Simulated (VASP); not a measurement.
# Ga4SbP3 (Amm2) in VASP: single point with PBEsol

Aim: the single point of Ga4SbP3 with PBEsol.

Everything below comes from runs of VASP 6.6.1. Logs are shortened: lines on timing, memory, paths and dates and some standing lists are left out, and cuts for length are marked.

## 1. The structure

It takes space group Amm2 (No. 38, orthorhombic). The conventional cell has a = 3.961 Å, b = 7.937 Å, c = 11.234 Å, α = 90.00°, β = 90.00°, γ = 90.00°. Ga (site symmetry mm2) is surrounded by 2 P at 2.34 Å and 2 Sb at 2.53 Å. Ga (site symmetry m) has 3 P at 2.38 to 2.39 Å and 1 Sb at 2.56 Å as nearest neighbours. Ga (site symmetry mm2) has 4 P at 2.42 to 2.44 Å as nearest neighbours. Around Sb (site symmetry mm2) lie 4 Ga at 2.53 to 2.56 Å. P (site symmetry m) is surrounded by 4 Ga at 2.34 to 2.44 Å. P (site symmetry mm2) is surrounded by 4 Ga at 2.38 to 2.42 Å.

The cell was built by a generator and needn't be a form met in nature.

## 2. Single point, PBEsol

INCAR reads:

```
SYSTEM = Ga4SbP3
  PREC = Accurate
  ENCUT = 520
  EDIFF = 1E-7
  ISMEAR = 0
  SIGMA = 0.01
  LREAL = Auto
  LASPH = .TRUE.
  NELM = 100
  ALGO = Fast
  ISIF = 2
  LWAVE = .FALSE.
  LCHARG = .FALSE.
  GGA = PS
  NBANDS = 86
```

KPOINTS reads:

```
Automatic mesh
0
G
  4 4 4
  0 0 0
```

POSCAR reads:

```
Ga4SbP3
1.0
   -0.0053520742      5.6069367683      5.6171788858
    5.6069367683     -0.0053520742      5.6171788858
    5.6015846941      5.6015846941      0.0000000000
Ga Sb P
8 2 6
Direct
   -0.0152014203     -0.0152014203      0.0152014203
   -0.0152014203     -0.0152014203      0.5152014203
   -0.0071351810      0.5199771161     -0.0064209676
   -0.0071351810      0.5199771161      0.4935790324
    0.5199771161     -0.0071351810     -0.0064209676
    0.5199771161     -0.0071351810      0.4935790324
    0.5016652881      0.5016652881     -0.0016652881
    0.5016652881      0.5016652881      0.4983347119
    0.1251666135      0.1251666135      0.1248333865
    0.1251666135      0.1251666135      0.6248333865
    0.1251633547      0.6243354785      0.1252505834
    0.1251633547      0.6243354785      0.6252505834
    0.6243354785      0.1251633547      0.1252505834
    0.6243354785      0.1251633547      0.6252505834
    0.6260287504      0.6260287504      0.1239712496
    0.6260287504      0.6260287504      0.6239712496
```

Potentials or basis: VASP PAW PBE potentials, release 64 (Ga_d, Sb, P).

Run with:

```console
$ cat potpaw_PBE.64/Ga_d/POTCAR potpaw_PBE.64/Sb/POTCAR potpaw_PBE.64/P/POTCAR > POTCAR
$ mpirun -np 1 vasp_std > vasp.out
```

OUTCAR:

```text
SYSTEM = Ga4SbP3
   PREC = Accurate
   ENCUT = 520
   EDIFF = 1E-7
   ISMEAR = 0
   LREAL = Auto
   LASPH = .TRUE.
   NELM = 100
   ISIF = 2
   GGA = PS

 ion  position               nearest neighbor table
   1  0.985  0.985  0.015-  11 2.34  13 2.34   9 2.53  10 2.53
   2  0.985  0.985  0.515-  12 2.34  14 2.34  10 2.53   9 2.53
   3  0.993  0.520  0.994-  15 2.38  12 2.39  11 2.39   9 2.56
   4  0.993  0.520  0.494-  16 2.38  11 2.39  12 2.39  10 2.56
   5  0.520  0.993  0.994-  15 2.38  14 2.39  13 2.39   9 2.56
   6  0.520  0.993  0.494-  16 2.38  13 2.39  14 2.39  10 2.56
[... 8 lines left out ...]
  15  0.626  0.626  0.124-   3 2.38   5 2.38   7 2.42   8 2.42
  16  0.626  0.626  0.624-   4 2.38   6 2.38   7 2.42   8 2.42

  LATTYP: Found a body centered orthorhombic cell.
 ALAT       =     7.9218370452
 B/A-ratio  =     1.0019109143
 C/A-ratio  =     1.4181505764

  Lattice vectors:

 A1 = (   0.0053520742,  -5.6069367683,  -5.6171788858)
 A2 = (  -0.0053520742,   5.6069367683,  -5.6171788858)
 A3 = (   5.6069367683,  -0.0053520742,   5.6171788858)

Analysis of symmetry for initial positions (statically):
=====================================================================
 Subroutine PRICEL returns following result:

  LATTYP: Found a base centered orthorhombic cell.
 ALAT       =     7.9369749970
 B/A-ratio  =     1.4154457808
 C/A-ratio  =     0.4990463652

  Lattice vectors:

 A1 = (  -2.8061444212,   2.8061444212,  -5.6171788858)
 A2 = (  -2.8061444212,   2.8061444212,   5.6171788858)
 A3 = (   2.8007923470,   2.8007923470,   0.0000000000)

   2 primitive cells build up your supercell.

 Routine SETGRP: Setting up the symmetry group for a
 body centered orthorhombic supercell.

 Subroutine GETGRP returns: Found  4 space group operations
 (whereof  4 operations were pure point group operations)
 out of a pool of  8 trial point group operations.

The static configuration has the point symmetry C_2v.

Analysis of symmetry for dynamics (positions and initial velocities):
=====================================================================
 Subroutine PRICEL returns following result:

  LATTYP: Found a base centered orthorhombic cell.
 ALAT       =     7.9369749970
 B/A-ratio  =     1.4154457808
 C/A-ratio  =     0.4990463652

  Lattice vectors:

 A1 = (  -2.8061444212,   2.8061444212,  -5.6171788858)
 A2 = (  -2.8061444212,   2.8061444212,   5.6171788858)
 A3 = (   2.8007923470,   2.8007923470,   0.0000000000)

   2 primitive cells build up your supercell.

 Routine SETGRP: Setting up the symmetry group for a
 body centered orthorhombic supercell.

 Subroutine GETGRP returns: Found  4 space group operations
 (whereof  4 operations were pure point group operations)
 out of a pool of  8 trial point group operations.

The dynamic configuration has the point symmetry C_2v.

 Subroutine INISYM returns: Found  4 space group operations
 (whereof  4 operations are pure point group operations),
 and found     2 'primitive' translations

----------------------------------------------------------------------------------------

                                     Primitive cell

  volume of cell :     176.5912

  direct lattice vectors                    reciprocal lattice vectors
    -2.806144421  2.806144421 -5.617178886    -0.089090212  0.089090212 -0.089012654
    -2.806144421  2.806144421  5.617178886    -0.089090212  0.089090212  0.089012654
     2.800792347  2.800792347  0.000000000     0.178520911  0.178520911  0.000000000

  length of vectors
     6.877615260  6.877615260  3.960918523     0.154264008  0.154264008  0.252466693

  position of ions in fractional coordinates (direct lattice)
     0.015201420  0.984798580  1.000000000
     0.480022884  0.992864819  0.500000000
     0.007135181  0.519977116  0.500000000
     0.498334712  0.501665288  1.000000000
     0.874833387  0.125166613  0.500000000
     0.375664521  0.125163355  0.000000000
     0.874836645  0.624335479  0.000000000
     0.373971250  0.626028750  0.500000000

  ion indices of the primitive-cell ions
   primitive index   ion index
                 1           1
                 2           3
                 3           5
                 4           7
                 5           9
                 6          11
                 7          13
                 8          15

----------------------------------------------------------------------------------------

 KPOINTS: Automatic mesh

Automatic generation of k-mesh.
 Grid dimensions read from file:
 generate k-points for:    4    4    4

 Generating k-lattice:

  Cartesian coordinates                     Fractional coordinates (reciprocal lattice)
    -0.022272553  0.022272553  0.022253163     0.250000000  0.000000000  0.000000000
     0.022272553 -0.022272553  0.022253163     0.000000000  0.250000000  0.000000000
     0.022315114  0.022315114 -0.022253163     0.000000000  0.000000000  0.250000000

  Length of vectors
     0.038566002  0.038566002  0.038615177

  Shift w.r.t. Gamma in fractional coordinates (k-lattice)
     0.000000000  0.000000000  0.000000000

 Subroutine IBZKPT returns following result:
 ===========================================

 Found     18 irreducible k-points:

 Following reciprocal coordinates:
            Coordinates               Weight
  0.000000  0.000000  0.000000      1.000000
  0.250000  0.000000  0.000000      4.000000
  0.500000  0.000000  0.000000      2.000000
  0.250000  0.250000  0.000000      2.000000
  0.500000  0.250000  0.000000      4.000000
 -0.250000  0.250000  0.000000      2.000000
[... 10 lines left out ...]
  0.250000  0.250000  0.500000      2.000000
 -0.250000  0.250000  0.500000      2.000000
   k-points           NKPTS =     18   k-points in BZ     NKDIM =     18   number of bands    NBANDS=     86
   number of dos      NEDOS =    301   number of ions     NIONS =     16
   total plane-waves  NPLWV = 216000
   dimension x,y,z NGX =    60 NGY =   60 NGZ =   60
   dimension x,y,z NGXF=   120 NGYF=  120 NGZF=  120
   ions per type =               8   2   6
   NGX,Y,Z   is equivalent  to a cutoff of  12.57, 12.57, 12.59 a.u.
   NGXF,Y,Z  is equivalent  to a cutoff of  25.14, 25.14, 25.18 a.u.
 SYSTEM =  Ga4SbP3
   PREC   = accura    normal or accurate (medium, high low for compatibility)
   ISTART =      0    job   : 0-new  1-cont  2-samecut
   ICHARG =      2    charge: 1-file 2-atom 10-const
   ISPIN  =      1    spin polarized calculation?
   LNONCOLLINEAR =      F non collinear calculations
   LSORBIT =      F    spin-orbit coupling
   LASPH  =      T    aspherical Exc in radial PAW
   ENCUT  =  520.0 eV  38.22 Ry    6.18 a.u.  14.76 14.76 14.73*2*pi/ulx,y,z
   NELM   =    100;   NELMIN=  2; NELMDL= -5     # of ELM steps
   EDIFF  = 0.1E-06   stopping-criterion for ELM
   LREAL  =      T    real-space projection
   EDIFFG = 0.1E-05   stopping-criterion for IOM
   NSW    =      0    number of steps for IOM
   IBRION =     -1    ionic relax: 0-MD 1-quasi-New 2-CG
   NFREE  =      0    steps in history (QN), initial steepest desc. (CG)
   ISIF   =      2    stress and relaxation
   ISYM   =      2    0-nonsym 1-usesym 2-fastsym
   POTIM  = 0.5000    time-step for ionic-motion
   TEBEG  =    0.0;   TEEND  =   0.0 temperature during run
   PSTRESS=    0.0 pullay stress
   NELECT =     144.0000    total number of electrons
   NUPDOWN=      -1.0000    fix difference up-down
   EMIN   =  10.00;   EMAX   =-10.00  energy-range for DOS
   EFERMI =   0.00;   METHOD = LEGACY
   ISMEAR =     0;   SIGMA  =   0.01  broadening in eV -4-tet -1-fermi 0-gaus
   EFERMI_NEDOS =   21; number of points for ismear=-14 and -15
   IALGO  =     68    algorithm
   IMIX   =      4    mixing-type and parameters
     AMIX     =   0.40;   BMIX     =  1.00
     AMIX_MAG =   1.60;   BMIX_MAG =  1.00
  volume/ion in A,a.u.               =      22.07       148.96
  Fermi-wavevector in a.u.,A,eV,Ry     =   1.213936  2.294007 20.050111  1.473642
  Thomas-Fermi vector in A             =   2.349372
   LORBIT       =      0    0 simple, 1 ext, 2 COOP (PROOUT), +10 PAW based schemes
   GGA     = PS    functional components
   LHFCALC =     F    Hartree Fock is set to
   AEXX    =    0.0000 exact exchange contribution
   IVDW    =     0    specifies the selected vdW correction
   LEPSILON=     F    determine dielectric tensor
   LRPA    =     F    only Hartree local field effects (RPA)
 non-spin polarized calculation
 RMM-DIIS sequential band-by-band and
 Gauss-broadening in eV      SIGMA  =   0.01
  energy-cutoff  :      520.00
  volume of cell :      353.18
 maximum number of plane-waves:      9530
   NGX = 29   NGY = 29   NGZ = 29

 number of electron     144.0000021 magnetization

 Free energy of the ion-electron system (eV)
  ---------------------------------------------------
  ext. energy  EPLUGINS =         0.00000000
  ---------------------------------------------------
  free energy    TOTEN  =       -74.78513608 eV

  energy without entropy =      -74.78513502  energy(sigma->0) =      -74.78513555

 E-fermi :   5.2898     XC(G=0):  -9.8473

 val. band max:        5.2671922593   @ k =   0.0000   0.0000   0.0000
 cond. band min:       5.3123960492   @ k =   0.0000   0.0000   0.0000
 fundamental gap:      0.0452037899
 Fermi energy:         5.2897941558

 k-point     1 :       0.0000    0.0000    0.0000
  band No.  band energies     occupation
      1     -10.2413      2.00000
      2     -10.2321      2.00000
      3     -10.2068      2.00000
      4     -10.2042      2.00000
      5     -10.1802      2.00000
      6     -10.1764      2.00000
[... 76 lines left out ...]
     83       7.0202      0.00000
     84       8.2190      0.00000

 k-point     2 :       0.2500    0.0000    0.0000
  band No.  band energies     occupation
      1     -10.2397      2.00000
      2     -10.2307      2.00000
      3     -10.2054      2.00000
      4     -10.2034      2.00000
      5     -10.1791      2.00000
      6     -10.1759      2.00000
[... 1381 lines left out ...]
     83       8.3851      0.00000
     84       8.7271      0.00000

 k-point    18 :      -0.2500    0.2500    0.5000
  band No.  band energies     occupation
      1     -10.2279      2.00000
      2     -10.2279      2.00000
      3     -10.2031      2.00000
      4     -10.2031      2.00000
      5     -10.1824      2.00000
      6     -10.1824      2.00000
[... 76 lines left out ...]
     83       8.6194      0.00000
     84       8.6223      0.00000
 [bands above 84 left out]

------------------------ aborting loop because EDIFF is reached ----------------------------------------

  FORCE on cell =-STRESS in cart. coord.  units (eV):
  Direction    XX          YY          ZZ          XY          YZ          ZX
  --------------------------------------------------------------------------------------
  -------------------------------------------------------------------------------------
  Total        0.0915681      0.0915681      0.0630049     -0.0054954      0.0000000      0.0000000
  in kB        0.4153896      0.4153896      0.2858154     -0.0249292      0.0000000      0.0000000
  external PRESSURE =       0.3721982 kB  Pullay stress =       0.0000000 kB

 VOLUME and BASIS-vectors are now :
 -----------------------------------------------------------------------------
  energy-cutoff  :      520.00
  volume of cell :      353.18
      direct lattice vectors                 reciprocal lattice vectors
    -0.005352074  5.606936768  5.617178886    -0.089090212  0.089090212  0.089012654
     5.606936768 -0.005352074  5.617178886     0.089090212 -0.089090212  0.089012654
     5.601584694  5.601584694  0.000000000     0.089260455  0.089260455 -0.089012654

 POSITION                                       TOTAL-FORCE (eV/Angst)
 -----------------------------------------------------------------------------------
      5.60158      5.60158     11.06358        -0.000000     -0.000000     -0.021077
      8.40238      8.40238     11.06358        -0.000000     -0.000000     -0.021077
      8.47578     11.12976      8.49790         0.009429     -0.009429      0.005962
      5.67499      8.32897      8.49790         0.009429     -0.009429      0.005962
     11.12976      8.47578      8.49790        -0.009429      0.009429      0.005962
      8.32897      5.67499      8.49790        -0.009429      0.009429      0.005962
[... 8 lines left out ...]
      4.20119      4.20119      7.03303        -0.000000     -0.000000      0.003878
      7.00198      7.00198      7.03303        -0.000000     -0.000000      0.003878
 -----------------------------------------------------------------------------------
    total drift:                               -0.000001     -0.000001     -0.011833

  FREE ENERGIE OF THE ION-ELECTRON SYSTEM (eV)
  ---------------------------------------------------
  free  energy   TOTEN  =       -74.7851360813 eV

  energy  without entropy=      -74.7851350154  energy(sigma->0) =      -74.78513555
```

It took 31 min on 1 thread of Intel Xeon Platinum 8488C (Sapphire Rapids), shared host; peak memory 0.68 GiB.

Results:

| Property | Result |
| --- | --- |
| Free energy | -74.7851 eV |
| Pressure | 0.0 GPa |
| Largest force | 0.021 eV/Å |
| Band gap on the k mesh | 0.05 eV |

Forces on the atoms (eV/Å):
```
Ga   0.000  0.000 -0.021
Ga   0.000  0.000 -0.021
Ga   0.009 -0.009  0.006
Ga   0.009 -0.009  0.006
Ga  -0.009  0.009  0.006
Ga  -0.009  0.009  0.006
Ga   0.000  0.000  0.004
Ga   0.000  0.000  0.004
Sb   0.000  0.000  0.000
Sb   0.000  0.000  0.000
P    0.000  0.000  0.000
P    0.000  0.000  0.000
P    0.000  0.000  0.000
P    0.000  0.000  0.000
P    0.000  0.000  0.004
P    0.000  0.000  0.004
```

Levels at points of the mesh, in eV from the valence-band top:
| k point | band 70 | band 71 | band 72 | band 73 | band 74 | band 75 |
| --- | --- | --- | --- | --- | --- | --- |
| (0.00, 0.00, 0.00) | -0.43 | -0.38 | 0.00 | 0.05 | 0.30 | 0.45 |
| (0.50, 0.00, 0.00) | -1.65 | -0.84 | -0.43 | 0.65 | 1.21 | 1.24 |
| (0.50, 0.50, 0.00) | -1.87 | -1.37 | -0.84 | 1.05 | 1.34 | 1.82 |
| (0.00, 0.00, 0.50) | -1.09 | -1.08 | -1.08 | 0.87 | 0.87 | 1.47 |
| (0.50, 0.00, 0.50) | -1.65 | -1.47 | -1.47 | 1.21 | 1.21 | 1.97 |

Caveat: the PAW data sets were made with another functional, which shifts forces and pressure a little; spin-orbit coupling is left out, which moves the levels of the heavy elements. A k mesh can miss the band edges.
